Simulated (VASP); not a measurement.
Consider the following.

```yaml
crystal:
  lattice:
    - [4.92899, 0.00000, 0.00000]
    - [-2.46449, 4.26863, 0.00000]
    - [0.00000, 0.00000, 5.42481]
  atoms:
    - { symbol: Si, position: [0.46968, 0.00000, 0.83333] }
    - { symbol: Si, position: [0.00000, 0.46968, 0.16667] }
    - { symbol: Si, position: [0.53032, 0.53032, 0.50000] }
    - { symbol: O, position: [0.41337, 0.26751, 0.71410] }
    - { symbol: O, position: [0.73249, 0.14585, 0.04743] }
    - { symbol: O, position: [0.85415, 0.58663, 0.38077] }
    - { symbol: O, position: [0.14585, 0.73249, 0.95257] }
    - { symbol: O, position: [0.26751, 0.41337, 0.28590] }
    - { symbol: O, position: [0.58663, 0.85415, 0.61923] }
```

Computed with r2SCAN meta-GGA, VASP's PBE PAW potentials (set 64) (plane waves; VASP). Numerical set-up: 520 eV cut-off, 6×6×5 Γ-centred mesh, tetrahedra with Blöchl corrections, potentials Si O.

**Question.** What does the run give for the energy per atom (σ→0), band gap (over mesh and band path) with the smallest direct gap where there is one?

**Answer.** 
| Item | Result |
|---|---|
| band gap (over mesh and band path) | 6.58 eV |
| smallest direct gap (over mesh and band path) | 6.89 eV |
| energy per atom (σ→0) | -9.937 eV/atom |

The absolute energy has meaning only against runs of the same code, potentials and settings.

The structure was generated: SiO2 was put into the alpha-quartz type (P3_121), which need not be its known phase. It was relaxed first.
